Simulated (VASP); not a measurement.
A run of VASP 6.6.1 is set up as follows.

The input INCAR:

```
PREC = Accurate
ENCUT = 520
EDIFF = 1E-6
ISMEAR = -1
SIGMA = 0.02
LREAL = Auto
LASPH = T
NELM = 100
ALGO = Fast
ISIF = 2
LWAVE = F
LCHARG = F
GGA = CA
NBANDS = 56
```

File KPOINTS:

```
Automatic mesh
0
Gamma
  1 1 1
```

The input POSCAR:

```
LiH17O9
1.0
    6.5731380000      0.0000000000      0.0000000000
    0.0000000000      6.5731380000      0.0000000000
    0.0000000000      0.0000000000      6.5731380000
O H Li
9 17 1
Direct
    0.5025909999      0.2756826344      0.9619149940
    0.2180237202     -0.0124293754      0.0551334842
    0.3032037362      0.5924719670      0.2932845773
    0.6138772684      0.8380776427      0.2508695238
    0.5661983667      0.7903074605      0.8489704613
    1.0882625620      0.3139596339      0.5127992140
    0.9146316417      0.3567245964      1.1001746806
    0.0905655716      0.8714863434      0.5356650051
    0.1944124709      0.5810162513      0.8954475016
    0.3958839751      0.3749807170      0.9489379350
    0.5099543019      0.2119079198      0.8216167073
    0.1280514725      0.0934104837      0.0945514912
    0.1409828913     -0.1376663627      0.0324502544
    0.2480093983      0.5752960002      0.1489851575
    0.3001306225      0.4578635045      0.3485549824
    0.6793863144      0.8741334808      0.3801684979
    0.5064552121      0.7325572656      0.2921131429
    0.4364125628      0.7085656805      0.8520587884
    0.6517282917      0.7230792964      0.9476143662
    1.0151315856      0.3412373207      0.3821158174
    1.1029435256      0.1661915511      0.4951059905
    0.9963886351      0.4382381748      1.0029912654
    0.7761589670      0.3368558518      1.0346960615
    0.1366622761      0.8545537915      0.6761762799
    0.1826981268      0.7988726237      0.4434868095
    0.1235026558      0.5339154602      0.7813315345
    0.4867233884      0.9942739678      0.0463705463
```

Potentials or basis: VASP PAW LDA potentials, release 64 (O, H, Li_sv).

Command:

```bash
$ cat potpaw_LDA.64/O/POTCAR potpaw_LDA.64/H/POTCAR potpaw_LDA.64/Li_sv/POTCAR > POTCAR
$ mpirun -np 1 vasp_gam > vasp.out
```

Question: Predict the largest force.

Answer: 3.258 eV/Å.

Question: Predict the band gap on the k mesh.

Answer: 3.98 eV, direct.

Forces in eV/Å, atoms in the order of the input:
```
O    1.849 -1.989 -1.307
O    0.603 -1.023 -0.301
O    0.178  1.348 -1.505
O   -0.215 -0.170  0.864
O   -0.849  0.245 -0.425
O   -0.031 -0.017 -1.191
O   -1.109 -0.685 -0.135
O   -0.374  0.980  0.015
O    1.680  0.949  2.625
H   -1.676  1.578 -0.287
H   -0.043  0.811  1.103
H   -1.372  1.381  0.340
H   -0.121 -0.537 -0.248
H    0.086  0.300  0.135
H   -0.357 -1.273  1.201
H    0.225 -0.019 -0.331
H    0.132  0.147 -0.428
H   -0.305 -0.121 -0.209
H    0.619 -0.288  0.487
H   -0.153  0.513  0.284
H    0.106 -0.801  0.725
H    0.589  0.454 -0.016
H    0.763  0.067  0.658
H    0.133 -0.352 -0.015
H    0.191 -0.624 -0.035
H   -0.933 -0.914 -2.254
Li   0.383  0.041  0.251
```
